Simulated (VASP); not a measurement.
An input for Ansatz (written as the equivalent of a VASP run, and not itself run):

Ansatz 0.2 input:
```yaml
crystal:
  lattice:
    - [0.0000000, 3.0674512, 3.0674512]
    - [3.0674512, 0.0000000, 3.0674512]
    - [3.0674512, 3.0674512, 0.0000000]
  atoms:
    - { symbol: Ga, position: [0.0000000, 0.0000000, 0.0000000] }
    - { symbol: Sb, position: [0.2500000, 0.2500000, 0.2500000] }
kpoints:
  mp_grid: { grid: [9, 9, 9] }
hamiltonian:
  xc: pbe
  dispersion: d3bj
  pseudopotentials: { kind: paw }
scf:
  occupations: { method: methfessel_paxton, width: 0.1 }
  max_iter: 100
relax:
  max_steps: 60
  f_tol: 0.01
  cell: {}
output: { forces: true, stress: true, eigenvalues: true }
```

### Question
Write the VASP files for the same calculation (PBE-D3(BJ)).

### Answer
One answer among several that fit: 
File KPOINTS:
```
Automatic
0
G
 9 9 9
```

INCAR:
```
! general
SYSTEM  = GaSb
PREC    = Accurate
ENCUT   = 520   ! plane-wave cut-off (eV)
LREAL   = .FALSE.
LASPH   = .TRUE.   ! aspherical one-centre terms

! electronic loop
EDIFF   = 1E-6
NELM    = 100   ! most electronic steps
ALGO    = Normal
LMAXMIX = 4   ! l cut-off of mixed one-centre charges

! smearing
ISMEAR  = 1   ! Methfessel-Paxton
SIGMA   = 0.1   ! width (eV)

! functional
GGA     = PE   ! PBE
IVDW    = 12   ! D3, Becke-Johnson

! ions
IBRION  = 2   ! conjugate gradients
NSW     = 60
ISIF    = 3   ! ions, shape and volume
EDIFFG  = -0.01

! output
LWAVE   = .FALSE.
LCHARG  = .FALSE.
```

### POSCAR
```
GaSb
1
   -0.0000000000     3.0674511889     3.0674511889
    3.0674511889     0.0000000000     3.0674511889
    3.0674511889     3.0674511889     0.0000000000
Ga Sb
1 1
Direct
  0.0000000000   0.0000000000   0.0000000000
  0.2500000000   0.2500000000   0.2500000000
```

POTCAR, in this order: Ga_d Sb (PBE.64 set). Program: vasp_std.

Limits of the translation: each code has its own PAW files, so the cut-off isn't converted (ENCUT is set for VASP's; basis.ecutwfc is left out, and Ansatz then takes the one that its files recommend); Ansatz stops its SCF on the density residual and VASP on the energy change (EDIFF).

The compound is GaSb in the zinc blende structure. It was relaxed first. The start is the result of an earlier pass.
